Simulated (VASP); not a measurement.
An input for Ansatz (written as the equivalent of a VASP run, and not itself run):

Ansatz 0.2 input:
```yaml
crystal:
  lattice:
    - [0.0000000, 3.4596489, 3.4596489]
    - [3.4596489, 0.0000000, 3.4596489]
    - [3.4596489, 3.4596489, 0.0000000]
  atoms:
    - { symbol: Sr, position: [1.0000000, 0.0000000, 0.0000000] }
    - { symbol: Cl, position: [0.2500000, 0.2500000, 0.2500000] }
    - { symbol: Cl, position: [0.7500000, 0.7500000, 0.7500000] }
kpoints:
  mp_grid: { grid: [5, 5, 5] }
hamiltonian:
  xc: r2scan
  pseudopotentials: { kind: paw }
scf:
  occupations: { method: gaussian, width: 0.05 }
  max_iter: 100
relax:
  max_steps: 60
  f_tol: 0.02
  cell: {}
output: { forces: true, stress: true, eigenvalues: true }
```

Q: Translate this input to VASP (INCAR, KPOINTS, POSCAR, choice of POTCAR).

A: This is not unique; one that fits is 
**POSCAR**
```
SrCl2
1.0
  0.0000000000   3.4596489133   3.4596489133
  3.4596489133   0.0000000000   3.4596489133
  3.4596489133   3.4596489133   0.0000000000
Sr Cl
1 2
Cartesian
  0.0000000000   3.4596489133   3.4596489133
  1.7298244567   1.7298244567   1.7298244567
  5.1894733699   5.1894733699   5.1894733699
```

File KPOINTS:
```
Automatic mesh
0
Gamma
5 5 5
0 0 0
```

### INCAR
```
ALGO=Normal
EDIFF=1E-6
EDIFFG=-0.02
ENCUT=480
IBRION=2
ISIF=3
ISMEAR=0
LASPH=.TRUE.
LCHARG=.FALSE.
LMAXMIX=4
LMIXTAU=.TRUE.
LREAL=.FALSE.
LWAVE=.FALSE.
METAGGA=R2SCAN
NELM=100
NSW=60
PREC=Accurate
SIGMA=0.05
SYSTEM=SrCl2
```

POTCAR, in this order: Sr_sv Cl (PBE.64 set). Program: vasp_std.

The two are equivalent in intent, not identical: each code has its own PAW files, so the cut-off isn't converted (ENCUT is set for VASP's; basis.ecutwfc is left out, and Ansatz then takes the one that its files recommend); Ansatz stops its SCF on the density residual and VASP on the energy change (EDIFF).

The compound is SrCl2 in the fluorite structure. This run relaxes it. Symmetry was kept, so distortions that lower it aren't found. The start is the result of an earlier pass.
